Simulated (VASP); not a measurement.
Given:

```
CELL_PARAMETERS angstrom
      6.60940     0.00000     0.00000
      0.00000     6.60940     0.00000
      0.00000     0.00000     6.60940
ATOMIC_POSITIONS crystal
  W  0.00000 0.00000 0.00000
  W  0.50000 0.50000 0.00000
  W  0.00000 0.50000 0.50000
  W  0.50000 0.00000 0.50000
  Te 0.36157 0.36157 0.36157
  Te 0.86157 0.13843 0.63843
  Te 0.63843 0.86157 0.13843
  Te 0.13843 0.63843 0.86157
  Te 0.63843 0.63843 0.63843
  Te 0.13843 0.86157 0.36157
  Te 0.36157 0.13843 0.86157
  Te 0.86157 0.36157 0.13843
```

These are PBEsol GGA, VASP's PBE PAW potentials (set 64) (plane waves; VASP) values and carry that method's errors. Run with 400 eV cut-off, Gaussian smearing of 0.050 eV, potentials W_sv Te.

Problem. Give the energies of bands 44 to 57 at the high-symmetry points, in eV from the Fermi level.

Solution. 
```
band      Γ      X      M      R     X1
----  -----  -----  -----  -----  -----
44    -1.15  -1.79  -2.24  -1.81  -1.79
45    -1.13  -1.15  -1.02  -1.54  -1.15
46    -0.72  -1.15  -1.02  -1.54  -1.15
47    -0.72  -0.27  -1.02  -1.54  -0.27
48    -0.72  -0.27  -1.02  -1.54  -0.27
49    -0.28  -0.11  -0.04  -0.85  -0.11
50    -0.28  -0.11  -0.04  -0.85  -0.11
51    -0.08   0.00  -0.04  -0.85   0.00
52    -0.08   0.00  -0.04  -0.85   0.00
53    -0.08   0.30   0.17  -0.25   0.30
54     0.18   0.30   0.17  -0.25   0.30
55     0.91   0.76   0.17  -0.25   0.76
56     0.91   0.76   0.17  -0.25   0.76
57     0.91   1.27   1.71   2.33   1.27
```

It has no gap at this level: it comes out as a metal or semimetal.

The structure was generated: Te2W was put into the pyrite type (Pa-3), which need not be its known phase. It was relaxed first, which changed the volume by -28 %.
